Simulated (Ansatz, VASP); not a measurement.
## Cross-check of CuF between VASP and Ansatz

One calculation is typed for both programs; each brings its own data sets. How far apart do they land? The cell is generated by rule, not measured, and may not be a known phase. The cell is taken from a series of runs on this material, whose earlier steps may have relaxed, scaled, displaced or heated it; both programs get it as it stands.

Calculated with Ansatz 0.2.0; plane waves, with VASP 6.6.1 beside it; single point at PBE.

The structure was built from a prototype and need not be the compound's stable phase.

## 1. Set-up

The structure is hexagonal, space group P6_3/mcm (No. 193). The conventional cell has a = 6.121 Å, b = 6.121 Å, c = 5.532 Å, α = 90.00°, β = 90.00°, γ = 120.00°. Nearest to Cu lie 3 F at 2.04 to 2.05 Å. Nearest to F lie 3 Cu at 2.04 to 2.05 Å. Farther neighbours and most contacts between anions are not listed.

Coordinates:

```xyz
12
Lattice="0.0000 0.0000 -5.5322 0.0000 -6.1205 0.0000 -5.3005 -3.0603 0.0000" Properties=species:S:1:pos:R:3 pbc="T T T"
Cu   -3.4644   -4.0403   -4.1492
Cu   -1.7668   -1.1001   -4.1492
Cu   -0.0693   -4.0403   -4.1492
Cu   -1.7668   -5.0204   -1.3831
Cu   -0.0693   -2.0802   -1.3831
Cu   -3.4644   -2.0802   -1.3831
F    -1.7668   -5.1658   -4.1492
F    -5.2439   -5.0677   -4.1492
F    -3.5903   -8.1280   -4.1492
F    -3.5903   -4.1130   -1.3831
F    -1.7668   -7.0752   -1.3831
F    -5.2439   -7.1733   -1.3831
```

## 2. VASP: single point, PBE, pair 1

A single point gives forces, pressure and levels at one fixed geometry, so differences don't come from the geometry; what else differs is listed under the comparison.

Lines of VASP's logs that name or quote its potential files are left out, and so is its time.

Input file INCAR:

```
SYSTEM = CuF
PREC = Accurate
ENCUT = 600
EDIFF = 1E-06
NELM = 120
ISMEAR = 1
SIGMA = 0.15
LREAL = .FALSE.
ALGO = Normal
GGA = PE
NBANDS = 66
LASPH = .TRUE.
LORBIT = 11
LWAVE = .FALSE.
LCHARG = .FALSE.
ISIF = 2
GGA_COMPAT = .FALSE.
KPAR = 2
```

Input file POSCAR:

```
CuF
1.0
    0.0000000000      0.0000000000     -5.5322317470
    0.0000000000     -6.1205123662      0.0000000000
   -5.3005191933     -3.0602561831      0.0000000000
Cu F
6 6
Direct
    0.7500000000      0.3333336130      0.6535962668
    0.7500000000      0.0130709592      0.3333336130
    0.7500000000      0.6535962668      0.0130709592
    0.2500000000      0.6535962668      0.3333336130
    0.2500000000      0.3333336130      0.0130709592
    0.2500000000      0.0130709592      0.6535962668
    0.7500000000      0.6773513326      0.3333336130
    0.7500000000      0.3333336130      0.9893158934
    0.7500000000      0.9893158934      0.6773513326
    0.2500000000      0.3333336130      0.6773513326
    0.2500000000      0.9893158934      0.3333336130
    0.2500000000      0.6773513326      0.9893158934
```

Input file KPOINTS:

```
Automatic mesh
0
Gamma
6 6 6
0 0 0
```

PAW data sets: Cu and F (PBE family, release 64).

Started as:

```bash
mpirun -np 2 vasp_std
```

Numbers of over 12 decimals in the logs are rounded to 6 here.

What it wrote:

```text
[banner, memory and clock lines left out]
running    2 mpi-ranks, on    1 nodes
 distrk:  each k-point on    1 cores,    2 groups
 distr:  one band on    1 cores,    1 groups

 POSCAR found type information on POSCAR CuF
 POSCAR found :  2 types and      12 ions
 LDA part: xc-table for (Slater+PW92), standard interpolation
 POSCAR, INCAR and KPOINTS ok, starting setup
 FFT: planning ... GRIDC
 FFT: planning ... GRID_SOFT
 FFT: planning ... GRID
 WAVECAR not read
 entering main loop
       N       E                     dE             d eps       ncg     rms          rms(c)
DAV:   1     0.154164535236E+04    0.15416E+04   -0.52560E+04  3704   0.257E+03
DAV:   2     0.332153414746E+03   -0.12095E+04   -0.11379E+04  3720   0.611E+02
DAV:   3    -0.644240030848E+01   -0.33860E+03   -0.32336E+03  4602   0.317E+02
DAV:   4    -0.470186023733E+02   -0.40576E+02   -0.39286E+02  5716   0.117E+02
DAV:   5    -0.480327313543E+02   -0.10141E+01   -0.10049E+01  5350   0.267E+01    0.141E+01
DAV:   6    -0.446383404851E+02    0.33944E+01   -0.36358E+01  5360   0.630E+01    0.104E+01
DAV:   7    -0.430005223635E+02    0.16378E+01   -0.11115E+01  5482   0.443E+01    0.314E+00
DAV:   8    -0.429843837644E+02    0.16139E-01   -0.65497E-01  4884   0.476E+00    0.146E+00
DAV:   9    -0.429531354091E+02    0.31248E-01   -0.81466E-02  4846   0.262E+00    0.286E-01
DAV:  10    -0.429545407818E+02   -0.14054E-02   -0.16843E-02  5516   0.110E+00    0.186E-01
DAV:  11    -0.429550108866E+02   -0.47010E-03   -0.40227E-03  5368   0.790E-01    0.109E-01
DAV:  12    -0.429548756293E+02    0.13526E-03   -0.11574E-03  4658   0.211E-01    0.116E-02
DAV:  13    -0.429548874488E+02   -0.11819E-04   -0.83942E-05  4892   0.810E-02    0.123E-02
DAV:  14    -0.429548904569E+02   -0.30081E-05   -0.10641E-05  4214   0.255E-02    0.494E-03
DAV:  15    -0.429548902656E+02    0.19122E-06   -0.48417E-06  3802   0.186E-02
   1 F= -.42954890E+02 E0= -.42955674E+02  d E =0.235054E-02
```

From OUTCAR (step 2):

```text
ion  position               nearest neighbor table
   1  0.750  0.333  0.654-   7 2.04   9 2.04   8 2.05
   2  0.750  0.013  0.333-   9 2.04   8 2.04   7 2.05
   3  0.750  0.654  0.013-   7 2.04   8 2.04   9 2.05
   4  0.250  0.654  0.333-  10 2.04  12 2.04  11 2.05
   5  0.250  0.333  0.013-  11 2.04  12 2.04  10 2.05
   6  0.250  0.013  0.654-  11 2.04  10 2.04  12 2.05
   7  0.750  0.677  0.333-   1 2.04   3 2.04   2 2.05
   8  0.750  0.333  0.989-   2 2.04   3 2.04   1 2.05
   9  0.750  0.989  0.677-   2 2.04   1 2.04   3 2.05
  10  0.250  0.333  0.677-   4 2.04   6 2.04   5 2.05
  11  0.250  0.989  0.333-   5 2.04   6 2.04   4 2.05
  12  0.250  0.677  0.989-   4 2.04   5 2.04   6 2.05

  LATTYP: Found a hexagonal cell.
 ALAT       =     6.1205123662
 C/A-ratio  =     0.9038837627

 Subroutine GETGRP returns: Found 24 space group operations
 (whereof  6 operations were pure point group operations)

The static configuration has the point symmetry D_3 .
 The point group associated with its full space group is D_6h.

 Found     28 irreducible k-points:

   k-points           NKPTS =     28   k-points in BZ     NKDIM =     28   number of bands    NBANDS=     66

   dimension x,y,z NGX =    48 NGY =   50 NGZ =   50
   dimension x,y,z NGXF=    96 NGYF=  100 NGZF=  100

   ENCUT  =  600.0 eV  44.10 Ry    6.64 a.u.  11.05 12.22 12.22*2*pi/ulx,y,z

   NELECT =     108.0000    total number of electrons

 k-points in reciprocal lattice and weights: Automatic mesh
   0.00000000  0.00000000  0.00000000       0.005
   0.16666667  0.00000000  0.00000000       0.009
   0.33333333  0.00000000  0.00000000       0.009
   0.50000000  0.00000000  0.00000000       0.005
   0.00000000  0.16666667  0.00000000       0.028
   0.16666667  0.16666667  0.00000000       0.056
   0.33333333  0.16666667  0.00000000       0.056
   0.50000000  0.16666667  0.00000000       0.028
   0.00000000  0.33333333  0.00000000       0.028
[...]
0.33333333 -0.33333333  0.33333333       0.019
   0.50000000 -0.33333333  0.33333333       0.009

 average (electrostatic) potential at core
       1 -67.1653       2 -67.1653       3 -67.1653       4 -67.1653       5 -67.1653
       6 -67.1653       7 -78.3317       8 -78.3317       9 -78.3317      10 -78.3317
      11 -78.3317      12 -78.3317

 E-fermi :   2.4909

 k-point     1 :       0.0000    0.0000    0.0000
  band No.  band energies     occupation
    ...
     51       1.8119      2.00000
     52       2.4805      1.11735
     53       2.4805      1.11734
     54       2.4961      0.94145
     55       2.4961      0.94143
     56       5.5463      0.00000
     57       6.8282      0.00000
     58       6.8431      0.00000
     59       6.8431      0.00000
     60       7.0660      0.00000
    ...

 k-point     2 :       0.1667    0.0000    0.0000
  band No.  band energies     occupation
    ...
     51       1.8127      2.00000
     52       2.4814      1.10675
     53       2.4814      1.10674
     54       2.4949      0.95463
     55       2.4949      0.95462
     56       4.8299     -0.00000
     57       6.9261      0.00000
     58       6.9261      0.00000
     59       7.1657      0.00000
     60       7.1657      0.00000
    ...

 k-point     3 :       0.3333    0.0000    0.0000
  band No.  band energies     occupation
    ...
     51       2.0307      2.00013
     52       2.4840      1.07775
     53       2.4840      1.07773
     54       2.4918      0.99021
     55       2.4918      0.99019
     56       3.7784     -0.00000
     57       7.1914      0.00000
     58       7.1914      0.00000
     59       7.4710      0.00000
     60       7.4710      0.00000
    ...

  Total       -0.2325210     -0.2325210     -0.5104626      0.0000000     -0.0000000      0.0000000
  in kB       -2.0757074     -2.0757074     -4.5568841      0.0000000     -0.0000000      0.0000000
  external PRESSURE =      -2.9027663 kB  Pullay stress =       0.0000000 kB

  energy-cutoff  :      600.00
  volume of cell :      179.48
      direct lattice vectors                 reciprocal lattice vectors
     0.000000000  0.000000000 -5.532231747     0.000000000  0.000000000 -0.180758877
     0.000000000 -6.120512366  0.000000000     0.094330382 -0.163385014  0.000000000
    -5.300519193 -3.060256183  0.000000000    -0.188660764  0.000000000  0.000000000

 POSITION                                       TOTAL-FORCE (eV/Angst)
 -----------------------------------------------------------------------------------
     -3.46440     -4.04034     -4.14917         0.207230      0.119644     -0.000000
     -1.76684     -1.10009     -4.14917        -0.000000     -0.239289      0.000000
     -0.06928     -4.04034     -4.14917        -0.207230      0.119644     -0.000000
     -1.76684     -5.02043     -1.38306        -0.000000      0.239289     -0.000000
     -0.06928     -2.08017     -1.38306        -0.207230     -0.119644     -0.000000
     -3.46440     -2.08017     -1.38306         0.207230     -0.119644     -0.000000
     -1.76684     -5.16582     -4.14917        -0.000000     -0.052649      0.000000
     -5.24389     -5.06773     -4.14917         0.045596      0.026325      0.000000
     -3.59031     -8.12799     -4.14917        -0.045596      0.026325      0.000000
     -3.59031     -4.11304     -1.38306        -0.045596     -0.026325      0.000000
     -1.76684     -7.07521     -1.38306        -0.000000      0.052649     -0.000000
     -5.24389     -7.17330     -1.38306         0.045596     -0.026325      0.000000
 -----------------------------------------------------------------------------------
    total drift:                                0.003614      0.005810     -0.000000

  FREE ENERGIE OF THE ION-ELECTRON SYSTEM (eV)
  ---------------------------------------------------
  free  energy   TOTEN  =       -42.9548902656 eV

  energy  without entropy=      -42.9572408017  energy(sigma->0) =      -42.95567378

 total charge
# of ion       s       p       d       tot
------------------------------------------
    1        0.226   0.166   9.386   9.778
    2        0.226   0.166   9.386   9.778
    3        0.226   0.166   9.386   9.778
    4        0.226   0.166   9.386   9.778
    5        0.226   0.166   9.386   9.778
    6        0.226   0.166   9.386   9.778
    7        1.736   4.306   0.000   6.041
    8        1.736   4.306   0.000   6.041
    9        1.736   4.306   0.000   6.041
   10        1.736   4.306   0.000   6.041
   11        1.736   4.306   0.000   6.041
   12        1.736   4.306   0.000   6.041
--------------------------------------------------
tot         11.772  26.828  56.319  94.918

[... 3 further parts left out ...]
```

The run ends at a pressure of -0.29 GPa, with forces up to 0.24 eV/Å.

## 3. Ansatz: single point, PBE, pair 1

Ansatz runs on its default PAW (the set named soft_2) files.

The same cell, functional, mesh and smearing now go to Ansatz, which takes its cutoff from its data sets.

Input file input.yaml:

```yaml
crystal:
  lattice:
    - [0.0, 0.0, -5.532231747]
    - [0.0, -6.1205123662, 0.0]
    - [-5.3005191933, -3.0602561831, 0.0]
  atoms:
    - { symbol: Cu, position: [0.75, 0.333333613, 0.6535959081] }
    - { symbol: Cu, position: [0.75, 1.0130707585, 0.3333330536] }
    - { symbol: Cu, position: [0.75, 0.6535961026, 1.0130710382] }
    - { symbol: Cu, position: [0.25, 0.6535959081, 0.333333613] }
    - { symbol: Cu, position: [0.25, 0.333334002, 0.0130702844] }
    - { symbol: Cu, position: [0.25, 1.0130710382, 0.6535961026] }
    - { symbol: F, position: [0.75, 0.6773511175, 0.3333331214] }
    - { symbol: F, position: [0.75, 0.3333327701, -0.0106840633] }
    - { symbol: F, position: [0.75, 0.9893153372, 0.6773509419] }
    - { symbol: F, position: [0.25, 0.3333331214, 0.6773511175] }
    - { symbol: F, position: [0.25, 0.9893155491, 0.3333335453] }
    - { symbol: F, position: [0.25, 0.6773509419, 0.9893153372] }
kpoints:
  mp_grid: { grid: [6, 6, 6] }
hamiltonian:
  xc: pbe
scf:
  occupations: { method: methfessel_paxton, width: 0.15 }
output:
  forces: true
  stress: true
  eigenvalues: true
```

Started as:

```bash
ansatz run input.yaml --threads 4 --pin off --max-ram 7168MiB --backend cpu --events-out ev --progress --plain --runs-dir out
```

What it wrote:

```text
Warning: the atoms were moved onto the symmetric positions of the space group found under crystal.symmetry.tolerance 1.0e-5 (fractional; no operation is sought that the atoms, as they stand in a round, miss by more than twice it, and no atom is moved by as much as it), and the run uses the moved positions. Before a round's move an operation carried an atom to 6.86e-6 Å from where it should land, the largest such dist [...]
Engine: ansatz 0.2.0, aarch64-unknown-linux-gnu
Pseudopotentials: kind: paw
Pseudopotential: Cu, paw, valence charge 19, recommended cutoff 420 eV (normal), Cu.paw.azcp
Pseudopotential: F, paw, valence charge 7, recommended cutoff 420 eV (normal), F.paw.azcp
Functional definition: PBE
  parameter kappa = 0.804
  parameter beta = 0.066725
  exchange = pbe_x(kappa = kappa, mu = beta*pi^2/3)
  correlation = pbe_c(beta = beta)
Crystal: 12 atoms, lattice volume = 179.476 Å³
Basis set: ecut = 420 eV, 3505 PW (Γ), exchange–correlation on 80×90×90 points (8 copies of the dense FFT grid, shifted against one another)
Bands: 94, of which v1, the nominal top of the filled ones, is band 78 counted from 1 (77 counted from 0)
Symmetry: 24 space group operations
Space group: P63/mcm (ITA 193), of the structure as read, at distance tolerance 5.6e-5 Å
k-points: 28 of 216
Non-local potential: Cu, projectors of the file, l = 0: 3, l = 1: 2, l = 2: 3, l = 3: 1
Non-local potential: F, projectors of the file, l = 0: 2, l = 1: 2, l = 2: 1
PAW form: soft (Blöchl's): semilocal exchange-correlation on the pseudo side does not see the compensation charge
PAW one-centre angular grid: Cu, 590 points (default); XC on 64 Gauss nodes
PAW one-centre angular grid: F, 110 points (default); XC on 64 Gauss nodes
Initial density: superposition of atomic densities (neutral atoms: chi_scale 0, normalization atom), corrected by the library's trained network
Initial wavefunctions: pseudopotential atomic-orbital guess
Functional: x = pbe(κ = 0.804, μ = 0.219515), c = pbe(β = 0.066725)
SCF iter   1: F=—  HF=-44593.984591 eV  |F-HF|=—  |Δ(HF+E_count)|=         —  Δρ=3.90e-3  dr2=1.72e-2  ethr=1.77e-3  ⟨swp⟩=5.0  Hψ=9204  notcnv=0  defer=49
preconditioner: auto → LDOS  [metal: Δε(μ)=0.004 eV  Ē_g=10.870 eV  σ=0.150 eV  W_gap=0.02  n_scr=70 (ndim 8)  ℏωp=28.8 eV  f_vac=0.187  D(μ)=7.57/eV (n_scr^D=70)  β→1.0]
SCF iter   2: F=—  HF=-44593.992931 eV  |F-HF|=—  |Δ(HF+E_count)|=   8.34e-3  S|Δr|=    0.00e0  Δρ=5.43e-3  dr2=2.99e-2  ethr=1.10e-5  ⟨swp⟩=2.0  Hψ=4859  notcnv=0  defer=44
SCF iter   3: F=—  HF=-44593.987489 eV  |F-HF|=—  |Δ(HF+E_count)|=   5.44e-3  S|Δr|=    0.00e0  Δρ=2.90e-3  dr2=8.26e-3  ethr=1.10e-5  ⟨swp⟩=2.1  Hψ=4437  notcnv=0  defer=44
SCF iter   4: F=—  HF=-44593.985468 eV  |F-HF|=—  |Δ(HF+E_count)|=   2.02e-3  S|Δr|=    0.00e0  Δρ=7.76e-4  dr2=5.74e-4  ethr=5.29e-6  ⟨swp⟩=2.0  Hψ=3237  notcnv=0  defer=44
SCF iter   5: F=—  HF=-44593.985346 eV  |F-HF|=—  |Δ(HF+E_count)|=   1.22e-4  S|Δr|=    0.00e0  Δρ=8.27e-5  dr2=7.42e-6  ethr=3.68e-7  ⟨swp⟩=2.0  Hψ=3692  notcnv=0  defer=44
SCF iter   6: F=—  HF=-44593.985335 eV  |F-HF|=—  |Δ(HF+E_count)|=   1.08e-5  S|Δr|=    0.00e0  Δρ=9.68e-6  dr2=2.76e-7  ethr=4.75e-9  ⟨swp⟩=2.0  Hψ=3807  notcnv=0  defer=44
SCF iter   7: F=-44593.985335 eV  HF=-44593.985335 eV  |F-HF|=5.98e-9  |Δ(HF+E_count)|=   1.48e-7  S|Δr|=    0.00e0  Δρ=3.50e-6  dr2=1.85e-8  ethr=6.41e-11  ⟨swp⟩=8.3  Hψ=11195  notcnv=0
SCF 1 converged in 7 iterations: F = -44593.985335 eV  dr2 = 1.85e-8
  greatest PAW one-centre occupation: 1.000 electrons in one spin orbital (limit 2), on the Cu atom at site 3 (counted from 0), in its partial waves of l = 1
SCF converged after 7 iterations
Stability not checked: this state was not tested for a lower state beside it, because cold or Methfessel-Paxton smearing, or corrected tetrahedra, fill the levels in a way that the test cannot read (fill_not_monotonic; see scf.lower_state_search)
Free energy (F): -44593.985335 eV
Harris-Foulkes:  -44593.985335 eV  (|F-HF|=5.98e-9)
Internal energy: -44593.987920 eV  (E = F + TS)
E sigma→0 (E₀):  -44593.985981 eV
Entropy (-TS):   0.002585 eV (0.215 meV/atom)
Fermi energy:    6.930349 eV
Step filling:    the computed levels leave a gap of 0.0000 eV = 0.0 smearing widths at the electron count; against every level under it full and every level over it empty, smearing changes F+E_penalty+E_count by -1.597 meV and its σ→0 estimate by -2.243 meV
--- Per-component energies (eV) ---
  E_band       = -3269.856092
  E_kinetic    = 3029.448744
  E_local      = -35336.575003  (includes V_loc(G=0)·N_el)
  E_nonlocal   = 2913.377088
  E_hartree    = 15353.877542
  E_xc         = -990.211971
  E_vxc        = -1271.870207  (∫ρ·V_xc dr)
  E_paw        = -11290.808245  (= ΣΔE_a)
  E_vpaw       = -3311.978772  (= ΣTr[D̂ρ^β])
  E_aug_tail   = 0.014172  (compensation charges beyond the density's cutoff)
  E_ewald      = -18273.110247
  E_smearing   = 0.002585  (= −TS)
  E_closure    = -0.000000  (closes the sum)
  Σ components = -44593.985335   (vs F -44593.985335, Δ=0.00e0)
--- Forces (eV/Å), atoms counted from 1 ---
  atom   1  Cu     0.20896579     0.12064645    -0.00000000
  atom   2  Cu    -0.00000000    -0.24129291     0.00000000
  atom   3  Cu    -0.20896579     0.12064645     0.00000000
  atom   4  Cu     0.00000000     0.24129291     0.00000000
  atom   5  Cu    -0.20896579    -0.12064645    -0.00000000
  atom   6  Cu     0.20896579    -0.12064645     0.00000000
  atom   7  F     -0.00000000    -0.04450648    -0.00000000
  atom   8  F      0.03854374     0.02225324    -0.00000000
  atom   9  F     -0.03854374     0.02225324    -0.00000000
  atom  10  F     -0.03854374    -0.02225324    -0.00000000
  atom  11  F      0.00000000     0.04450648     0.00000000
  atom  12  F      0.03854374    -0.02225324     0.00000000
  max |Σ_I F_I| component: 9.02e-17 eV/Å
--- Stress (GPa, compression-positive) ---
       -0.370179       0.000000      -0.000000
        0.000000      -0.370179       0.000000
       -0.000000      -0.000000      -0.147348
  P = ⅓ Tr σ = -0.2959 GPa (-2.959 kbar)
--- Band table (eV; the first three rows and the last of 28) ---
  k-point 0: bands = [... 74 lower, 6.2510, 6.9193, 6.9193, 6.9350, 6.9350, 9.9942, 11.2689, 11.2878, ... 12 higher]
  k-point 1: bands = [... 74 lower, 6.3464, 6.8552, 6.8652, 6.8767, 6.9085, 10.1956, 10.2993, 10.7519, ... 12 higher]
  k-point 2: bands = [... 74 lower, 6.4811, 6.6738, 6.7184, 6.7508, 7.1199, 9.0630, 10.2686, 10.7603, ... 12 higher]
  k-point 27: bands = [... 74 lower, 6.5973, 6.5973, 6.5973, 6.5973, 8.9792, 8.9792, 9.4809, 9.4809, ... 12 higher]
```

The run ends at a pressure of -0.30 GPa, with forces up to 0.24 eV/Å.

## 4. Differences

Known differences besides the potentials themselves: the data sets hold 156 valence electrons in Ansatz (on its default PAW (the set named soft_2) files) and 108 in VASP; the cutoff is 420 eV in Ansatz and 600 eV in VASP. Total energies have different zeros and are not compared.

Both answers:

| quantity | Ansatz | VASP | difference |
| --- | --- | --- | --- |
| pressure (GPa) | -0.30 | -0.29 | -0.01 |

Forces on 9 of the 12 atoms, those with the largest forces and the largest differences (eV/Å; atoms numbered as in POSCAR):

| atom | Ansatz x, y, z | VASP x, y, z |
| --- | --- | --- |
| Cu1 | 0.209, 0.121, 0.000 | 0.207, 0.120, 0.000 |
| Cu2 | 0.000, -0.241, 0.000 | 0.000, -0.239, 0.000 |
| Cu3 | -0.209, 0.121, 0.000 | -0.207, 0.120, 0.000 |
| Cu4 | 0.000, 0.241, 0.000 | 0.000, 0.239, 0.000 |
| Cu5 | -0.209, -0.121, 0.000 | -0.207, -0.120, 0.000 |
| Cu6 | 0.209, -0.121, 0.000 | 0.207, -0.120, 0.000 |
| F8 | 0.039, 0.022, 0.000 | 0.046, 0.026, 0.000 |
| F9 | -0.039, 0.022, 0.000 | -0.046, 0.026, 0.000 |
| F10 | -0.039, -0.022, 0.000 | -0.046, -0.026, 0.000 |

The forces differ by 3.4 meV/Å r.m.s., which is 3.4 % of the r.m.s. force of 0.100 eV/Å (both taken over all components).

[end of part 1 of 2]

[Lines on the potential files, build, host, timing and source positions are cut from VASP's logs without a mark.]

[Logs are printed without paths, hosts, clocks, repeated set-up lines and the standing remarks that a program may print on its own settings, such as how far it seeks lower states.]

[Hosts, paths, dates, database ids (printed as entryN), source tags and the programs' standing remarks are cut or masked in the printed files.]
